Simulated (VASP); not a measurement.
Consider the following.

```xyz
1
Lattice="0.0000 2.0869 2.0869 2.0869 0.0000 2.0869 2.0869 2.0869 0.0000" Properties=species:S:1:pos:R:3 pbc="T T T"
Au     0.0000     0.0000     0.0000
```

The numbers are results of vdW-DF-cx, VASP's PBE PAW potentials (set 64) (plane waves; VASP), not measurements. Numerical set-up: 520 eV cut-off, 15×15×15 Γ-centred mesh, first-order Methfessel-Paxton smearing of 0.10 eV, potentials Au.

Give the stress tensor in GPa (positive for a compressed cell).

```
-8.45   0.00   0.00
 0.00  -8.45   0.00
 0.00   0.00  -8.45
```
The pressure is its mean diagonal, -8.45 GPa.

The compound is Au in the fcc structure. This cell is one point of a volume scan, at 1.06 of the reference volume.
